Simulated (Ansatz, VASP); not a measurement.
**Two plane-wave programs on Ca8ClF15 (a cell with a defect) (Fluorite)**

```
CELL_PARAMETERS angstrom
0.00000 5.46200 5.46200
5.46200 0.00000 5.46200
5.46200 5.46200 0.00000
ATOMIC_POSITIONS crystal
Ca 0.99256 0.99256 0.99256
Ca 0.99256 0.99256 0.52233
Ca 0.99256 0.52233 0.99256
Ca 0.99742 0.50086 0.50086
Ca 0.52233 0.99256 0.99256
Ca 0.50086 0.99742 0.50086
Ca 0.50086 0.50086 0.99742
Ca 0.50086 0.50086 0.50086
Cl 0.12500 0.12500 0.12500
F 0.12238 0.12238 0.62762
F 0.12238 0.62762 0.12238
F 0.12238 0.62762 0.62762
F 0.62762 0.12238 0.12238
F 0.62762 0.12238 0.62762
F 0.62762 0.62762 0.12238
F 0.62500 0.62500 0.62500
F 0.37500 0.37500 0.37500
F 0.38191 0.38191 0.86809
F 0.38191 0.86809 0.38191
F 0.38191 0.86809 0.86809
F 0.86809 0.38191 0.38191
F 0.86809 0.38191 0.86809
F 0.86809 0.86809 0.38191
F 0.87500 0.87500 0.87500
```

Alike in both runs: functional PBE; k mesh 3 × 3 × 3; occupations fermi-dirac, width 0.01 eV; no spin polarisation.

Ansatz relaxed the structure, and its values are those at the end. VASP's run is a single point on that final structure, the one shown.

```csv
,VASP,Ansatz
version,VASP 6.6.1,Ansatz 0.2.0
potentials or method,"VASP PAW PBE potentials, release 64 (Ca_sv, Cl, F)","plane-wave PAW, scalar-relativistic"
plane-wave cutoff (eV),520,420
valence electrons in the cell,192,192
```

```csv
,VASP,Ansatz,Ansatz less VASP
gap on the k mesh at the Fermi level (eV),6.84,6.86,+0.019
pressure (GPa),7.4,7.2,-0.28
rms of the force components (eV/Å),0.011,0.001,-0.0092
```

Ansatz warned: «stress_scf_threshold_loose».

A hybrid or GW would open this gap; PBE tends to underestimate it.
